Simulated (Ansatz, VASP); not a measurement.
## H19C13O12 (amorphous polycarbonate of ethylene at 300 K): VASP beside Ansatz

Aim: how closely do two programs agree when they are given the same cell, functional and k mesh? The cell is taken from a series of runs on this material, whose earlier steps may have relaxed, scaled, displaced or heated it; both programs get it as it stands.

Calculated with Ansatz 0.2.0; plane waves, with VASP 6.6.1 beside it; single point at PBE with D3(BJ).

## Step 1: Set-up

The cell holds 176 atoms: 52 C, 48 O and 76 H. Cell: a = 12.392 Å, b = 12.392 Å, c = 12.392 Å, α = 90.0°, β = 90.0°, γ = 90.0°. As first built, before any earlier steps moved the atoms (in the runner's words): 2 polycarbonate of ethylene chains of 8 units placed at random, at 1.28 g/cm^3; overlaps pushed apart, then 20 ps at 800 K with MMFF94 bonds, angles, torsions, charges and radii (Halgren, J. Comput. Chem. 17, 490 (1996)) in harmonic and 12-6 forms; charges of ions scaled by 0.8. Snapshot after 30 ps at 300 K and fixed volume.

## Step 2: VASP: single point, PBE with D3(BJ)

A single point gives forces, pressure and levels at one fixed geometry, so differences don't come from the geometry; what else differs is listed under the comparison.

Lines of VASP's logs that name or quote its potential files are left out, and so is its time.

File INCAR:

```
SYSTEM = H19C13O12
PREC = Accurate
ENCUT = 600
EDIFF = 1E-06
NELM = 120
ISMEAR = 0
SIGMA = 0.01
LREAL = Auto
ALGO = Normal
GGA = PE
IVDW = 12
NBANDS = 409
LORBIT = 11
LWAVE = .FALSE.
LCHARG = .FALSE.
ISIF = 2
LASPH = .TRUE.
GGA_COMPAT = .FALSE.
EFERMI = MIDGAP
```

File POSCAR:

```
H19C13O12
1.0
   12.3919800000      0.0000000000      0.0000000000
    0.0000000000     12.3919800000      0.0000000000
    0.0000000000      0.0000000000     12.3919800000
C O H
52 48 76
Direct
    0.8260300000      0.5035300000      0.4247800000
    0.9419200000      0.5707400000      0.5457200000
    0.0727900000      0.6434100000      0.6494400000
    0.0897400000      0.5698500000      0.7453900000
    0.9305800000      0.5618000000      0.8478800000
    0.7867200000      0.5442000000      0.9686800000
    0.7909100000      0.4249700000      0.0088900000
    0.6500000000      0.2994900000      0.0075000000
    0.7133200000      0.1170300000      0.0023600000
    0.8121700000      0.0688600000      0.0530100000
    0.9659800000      0.9873600000      0.9918000000
    0.0485000000      0.8540000000      0.8814900000
    0.1554600000      0.8280900000      0.9369300000
    0.2810700000      0.9136300000      0.8246600000
    0.3637800000      0.0608600000      0.9073000000
    0.2639900000      0.1259200000      0.9305600000
    0.1972900000      0.2882200000      0.9823600000
    0.1395800000      0.4600600000      0.0420100000
    0.1277800000      0.4420800000      0.1558800000
    0.0125900000      0.5891000000      0.1898800000
    0.8933800000      0.7353200000      0.2159500000
    0.8461200000      0.7769200000      0.3246000000
    0.8981900000      0.9545000000      0.3258300000
    0.9418300000      0.1324400000      0.3424400000
    0.9253100000      0.2390300000      0.2770200000
    0.8104000000      0.2830400000      0.2780000000
    0.0712200000      0.9655700000      0.6017100000
    0.9070700000      0.0396100000      0.6233500000
    0.9031300000      0.1883200000      0.7530000000
    0.9391200000      0.2793000000      0.6802600000
[... 140 atom lines left out ...]
    0.6083800000      0.7152200000      0.9781300000
    0.4111600000      0.8255400000      0.0859500000
    0.4922000000      0.7364100000      0.1611000000
    0.3339300000      0.6323700000      0.0959500000
    0.3476500000      0.6827100000      0.9696900000
    0.4456900000      0.5951400000      0.0182000000
```

File KPOINTS:

```
Automatic mesh
0
Gamma
1 1 1
0 0 0
```

The projector-augmented-wave data sets are C, O and H (PBE family, release 64).

The run is started by

```console
$ export OMP_NUM_THREADS=4
$ mpirun -np 1 vasp_gam
```

Numbers of over 12 decimals in the logs are rounded to 6 here.

The program printed:

```text
[banner, memory and clock lines left out]
running    1 mpi-ranks, on    1 nodes
[...]
Offloading initialized ...    1 GPUs detected
[...]
LDA part: xc-table for (Slater+PW92), standard interpolation
 POSCAR, INCAR and KPOINTS ok, starting setup
[...]
entering main loop
       N       E                     dE             d eps       ncg     rms          rms(c)
DAV:   1     0.506005235339E+04    0.50601E+04   -0.34194E+05   842   0.148E+03
DAV:   2    -0.599125797592E+03   -0.56592E+04   -0.53855E+04  1027   0.338E+02
DAV:   3    -0.113385914252E+04   -0.53473E+03   -0.52977E+03   996   0.108E+02
DAV:   4    -0.114610677351E+04   -0.12248E+02   -0.12185E+02  1028   0.176E+01
[...]
DAV:  18    -0.106552221395E+04    0.22339E-05   -0.12019E-05  1020   0.820E-03    0.478E-03
DAV:  19    -0.106552221250E+04    0.14536E-05   -0.15754E-06   692   0.419E-03    0.184E-03
DAV:  20    -0.106552221183E+04    0.66500E-06   -0.85415E-07   700   0.344E-03
   1 F= -.10746641E+04 E0= -.10746641E+04  d E =0.000000E+00
```

From OUTCAR (step 2):

```text
  FREE ENERGIE OF THE ION-ELECTRON SYSTEM (eV)
  ---------------------------------------------------
  free  energy   TOTEN  =     -1074.6640642455 eV

  energy  without entropy=    -1074.6640642455  energy(sigma->0) =    -1074.66406425
```

The run ends at a pressure of 1.84 GPa, with forces up to 5.1 eV/Å.

## Step 3: Ansatz: single point, PBE with D3(BJ)

Ansatz runs on its default PAW (the set named soft_2) files.

The same cell, functional and mesh now go to Ansatz, which takes its cutoff from its data sets.

File input.yaml:

```yaml
crystal:
  lattice:
    - [12.39198, 0.0, 0.0]
    - [0.0, 12.39198, 0.0]
    - [0.0, 0.0, 12.39198]
  atoms:
    - { symbol: C, position: [0.82603, 0.50353, 0.42478] }
    - { symbol: O, position: [0.84595, 0.59065, 0.49743] }
    - { symbol: C, position: [0.94192, 0.57074, 0.54572] }
    - { symbol: O, position: [0.99695, 0.49545, 0.53269] }
    - { symbol: O, position: [0.96564, 0.64549, 0.62096] }
    - { symbol: C, position: [0.07279, 0.64341, 0.64944] }
    - { symbol: C, position: [0.08974, 0.56985, 0.74539] }
    - { symbol: O, position: [0.03334, 0.59931, 0.83835] }
    - { symbol: C, position: [0.93058, 0.5618, 0.84788] }
    - { symbol: O, position: [0.88003, 0.50698, 0.78628] }
    - { symbol: O, position: [0.8933, 0.59193, 0.94576] }
    - { symbol: C, position: [0.78672, 0.5442, 0.96868] }
    - { symbol: C, position: [0.79091, 0.42497, 0.00889] }
    - { symbol: O, position: [0.67991, 0.40612, 0.02697] }
    - { symbol: C, position: [0.65, 0.29949, 0.0075] }
    - { symbol: O, position: [0.55602, 0.27037, 0.99982] }
    - { symbol: O, position: [0.73674, 0.22926, 0.98859] }
    - { symbol: C, position: [0.71332, 0.11703, 0.00236] }
    - { symbol: C, position: [0.81217, 0.06886, 0.05301] }
    - { symbol: O, position: [0.89588, 0.06767, 0.97239] }
    - { symbol: C, position: [0.96598, 0.98736, 0.9918] }
    - { symbol: O, position: [0.98114, 0.9379, 0.07477] }
    - { symbol: O, position: [0.01291, 0.96332, 0.89606] }
    - { symbol: C, position: [0.0485, 0.854, 0.88149] }
    - { symbol: C, position: [0.15546, 0.82809, 0.93693] }
    - { symbol: O, position: [0.24509, 0.90775, 0.92718] }
    - { symbol: C, position: [0.28107, 0.91363, 0.82466] }
    - { symbol: O, position: [0.25489, 0.85667, 0.75026] }
    - { symbol: O, position: [0.34374, 0.00146, 0.81242] }
    - { symbol: C, position: [0.36378, 0.06086, 0.9073] }
[... 140 atom lines left out ...]
    - { symbol: H, position: [0.60838, 0.71522, 0.97813] }
    - { symbol: H, position: [0.41116, 0.82554, 0.08595] }
    - { symbol: H, position: [0.4922, 0.73641, 0.1611] }
    - { symbol: H, position: [0.33393, 0.63237, 0.09595] }
    - { symbol: H, position: [0.34765, 0.68271, 0.96969] }
    - { symbol: H, position: [0.44569, 0.59514, 0.0182] }
kpoints:
  mp_grid: { grid: [1, 1, 1] }
hamiltonian:
  xc: pbe
  dispersion: d3bj
scf:
  occupations: { method: fixed }
output:
  forces: true
  stress: true
  populations: true
  dos:
    method: { smearing: { sigma: 0.08 } }
    de: 0.1
    projected: { site_lists: { C: [C], H: [H], O: [O] } }
  eigenvalues: true
  write_density: true
  write_potential: true
  volumetric_format: npy
```

The run is started by

```console
$ ansatz run input.yaml --threads 8 --pin off --max-ram 15872MiB --backend cpu --events-out ev --progress --plain --runs-dir out
```

The program printed:

```text
Engine: ansatz 0.2.0, aarch64-unknown-linux-gnu
Pseudopotentials: kind: paw
Pseudopotential: C, paw, valence charge 4, recommended cutoff 420 eV (normal), C.paw.azcp
Pseudopotential: O, paw, valence charge 6, recommended cutoff 420 eV (normal), O.paw.azcp
Pseudopotential: H, paw, valence charge 1, recommended cutoff 420 eV (normal), H.paw.azcp
Functional definition: PBE
  parameter kappa = 0.804
  parameter beta = 0.066725
  exchange = pbe_x(kappa = kappa, mu = beta*pi^2/3)
  correlation = pbe_c(beta = beta)
Crystal: 176 atoms, lattice volume = 1902.927 Å³
Basis set: ecut = 420 eV, 37193 PW (Γ), exchange–correlation on 180×180×180 points (8 copies of the dense FFT grid, shifted against one another)
Bands: 462, of which v1, the nominal top of the filled ones, is band 286 counted from 1 (285 counted from 0)
Symmetry: 1 space group operations
Space group: P1 (ITA 1), of the structure as read, at distance tolerance 1.2e-4 Å
k-points: 1
Non-local potential: C, projectors of the file, l = 0: 2, l = 1: 2, l = 2: 1
Non-local potential: O, projectors of the file, l = 0: 2, l = 1: 2, l = 2: 1
Non-local potential: H, projectors of the file, l = 0: 2, l = 1: 1
PAW form: soft (Blöchl's): semilocal exchange-correlation on the pseudo side does not see the compensation charge
PAW one-centre angular grid: C, 110 points (default); XC on 64 Gauss nodes
PAW one-centre angular grid: O, 110 points (default); XC on 64 Gauss nodes
PAW one-centre angular grid: H, 110 points (default); XC on 64 Gauss nodes
Initial density: superposition of atomic densities (neutral atoms: chi_scale 0, normalization atom), corrected by the library's trained network
Initial wavefunctions: pseudopotential atomic-orbital guess
Functional: x = pbe(κ = 0.804, μ = 0.219515), c = pbe(β = 0.066725)
SCF iter   1: F=—  HF=-41473.991741 eV  |F-HF|=—  |Δ(HF+E_count)|=         —  Δρ=5.10e-3  dr2=5.74e-1  ethr=1.77e-3  ⟨swp⟩=5.0  Hψ=1612  notcnv=0  defer=174
preconditioner: auto → Resta (q_TF=auto, 2.233 Å⁻¹)  ε∞=2.4  [insulator: Δε(μ)=5.315 eV  Ē_g=17.085 eV  n_scr=364 (ndim 8)  ℏωp=20.4 eV  f_vac=0.284  ε∞_Penn≈2.4]
SCF iter   2: F=—  HF=-41473.884805 eV  |F-HF|=—  |Δ(HF+E_count)|=   1.07e-1  Δρ=2.56e-3  dr2=1.19e-1  ethr=1.00e-4  ⟨swp⟩=3.0  Hψ=819  notcnv=0  defer=174
SCF iter   3: F=—  HF=-41473.883723 eV  |F-HF|=—  |Δ(HF+E_count)|=   1.08e-3  Δρ=1.43e-3  dr2=4.22e-2  ethr=2.08e-5  ⟨swp⟩=3.0  Hψ=568  notcnv=0  defer=174
SCF iter   4: F=—  HF=-41473.877462 eV  |F-HF|=—  |Δ(HF+E_count)|=   6.26e-3  Δρ=4.79e-4  dr2=5.34e-3  ethr=7.37e-6  ⟨swp⟩=4.0  Hψ=550  notcnv=0  defer=174
SCF iter   5: F=—  HF=-41473.876720 eV  |F-HF|=—  |Δ(HF+E_count)|=   7.42e-4  Δρ=1.95e-4  dr2=8.34e-4  ethr=9.33e-7  ⟨swp⟩=3.0  Hψ=548  notcnv=0  defer=174
SCF iter   6: F=—  HF=-41473.876617 eV  |F-HF|=—  |Δ(HF+E_count)|=   1.03e-4  Δρ=1.01e-4  dr2=1.78e-4  ethr=1.46e-7  ⟨swp⟩=2.0  Hψ=576  notcnv=0  defer=174
SCF iter   7: F=—  HF=-41473.876585 eV  |F-HF|=—  |Δ(HF+E_count)|=   3.17e-5  Δρ=2.96e-5  dr2=1.43e-5  ethr=3.12e-8  ⟨swp⟩=2.0  Hψ=574  notcnv=0  defer=174
SCF iter   8: F=—  HF=-41473.880325 eV  |F-HF|=—  |Δ(HF+E_count)|=   3.74e-3  Δρ=1.68e-5  dr2=4.69e-6  ethr=2.49e-9  ⟨swp⟩=2.0  Hψ=746  notcnv=0  defer=174
SCF iter   9: F=—  HF=-41473.880325 eV  |F-HF|=—  |Δ(HF+E_count)|=   6.62e-7  Δρ=4.45e-6  dr2=3.49e-7  ethr=8.21e-10  ⟨swp⟩=2.0  Hψ=574  notcnv=0  defer=174
SCF iter  10: F=-41473.880325 eV  HF=-41473.880325 eV  |F-HF|=3.76e-8  |Δ(HF+E_count)|=   1.21e-8  Δρ=1.96e-6  dr2=6.87e-8  ethr=1.75e-11  ⟨swp⟩=21.0  Hψ=4292  notcnv=0
SCF 1 converged in 10 iterations: F = -41473.880325 eV  dr2 = 6.87e-8
  greatest PAW one-centre occupation: 0.882 electrons in one spin orbital (limit 2), on the O atom at site 3 (counted from 0), in its partial waves of l = 0
[...]
1.187343       0.237762       0.285123
        0.237761       1.867942       0.709023
        0.285122       0.709023       1.409135
  P = ⅓ Tr σ = 1.4881 GPa (14.881 kbar)
--- Band table (eV) ---
  k-point 0: bands = [... 282 lower, -1.1157, -1.0840, -1.0655, -0.9870, 4.1331, 4.5381, 4.5961, 4.6558, ... 172 higher]
--- Löwdin populations: 176 sites ---
  site symbol       q [e]
     0      C      4.2404
     1      O      6.2684
     2      C      3.2876
     3      O      6.4063
     4      O      6.2751
     5      C      4.0611
     6      C      4.0933
     7      O      6.2710
     8      C      3.2990
     9      O      6.4186
    10      O      6.2810
    11      C      4.0514
    12      C      4.0629
    13      O      6.2686
    14      C      3.3212
    15      O      6.3777
    16      O      6.3030
    17      C      4.0685
    18      C      4.0377
    19      O      6.2747
    20      C      3.2851
    21      O      6.4243
    22      O      6.2807
    23      C      4.0682
[...]
168      H      0.7984
   169      H      0.8074
   170      H      0.8404
   171      H      0.8158
   172      H      0.7876
   173      H      0.7981
   174      H      0.8088
   175      H      0.8114
  spilling = 0.012866 (of n_electrons = 572.000000)
```

## Step 4: Comparison

Known differences besides the potentials themselves: fixed occupations in Ansatz, narrow Gaussian smearing in VASP; the cutoff is 420 eV in Ansatz and 600 eV in VASP (PREC = Accurate, projectors in real space). Total energies have different zeros and are not compared.

Both answers:

```tsv
quantity	Ansatz	VASP	difference
pressure (GPa)	1.49	1.84	-0.36
gap on the k mesh (eV)	5.120	5.107	+0.014
```

Forces on 8 of the 176 atoms, those with the largest forces and the largest differences (eV/Å; atoms numbered as in POSCAR):

```tsv
atom	Ansatz x, y, z	VASP x, y, z
C2	-2.317, 2.449, 1.398	-2.643, 2.878, 1.465
C7	0.414, 1.998, -3.118	0.557, 2.037, -3.118
C18	-0.885, -0.693, -3.126	-0.935, -0.603, -3.118
C24	-0.424, 2.900, -1.917	-0.341, 3.017, -1.870
C32	1.579, -0.539, -2.885	1.697, -0.582, -2.864
C51	-0.674, -0.941, -3.066	-0.671, -0.943, -3.055
O54	2.341, -3.514, -1.395	2.743, -4.061, -1.485
O57	-0.078, -0.677, -1.142	-0.354, -0.978, -1.478
```

The forces differ by 110 meV/Å r.m.s., which is 11.5 % of the r.m.s. force of 0.957 eV/Å (both taken over all components). A gap on the mesh is an upper bound, since the band edges may lie between its points.

## Step 5: Results

* r.m.s. force difference (single point, PBE with D3(BJ)): 12 % of the r.m.s. force

**Reading.** The r.m.s. force difference is 12 % of the r.m.s. force (single point, PBE with D3(BJ)), beyond the 3 % picked in this series as the mark of a large difference. What causes the difference of the single point, PBE with D3(BJ) pair stays open here. How closely two codes agree says nothing of how well the functional describes the real material.

[Lines on the potential files, build, host, timing and source positions are cut from VASP's logs without a mark.]

[Logs are printed without paths, hosts, clocks, repeated set-up lines and the standing remarks that a program may print on its own settings, such as how far it seeks lower states.]

[Hosts, paths, dates, database ids (printed as entryN), source tags and the programs' standing remarks are cut or masked in the printed files.]

[The MMFF94 radii named for the starting cell were scaled by 0.96; in molecules described by MMFF94, hydrogen bound to N, O or S took a small fixed 12-6 site in their place.]
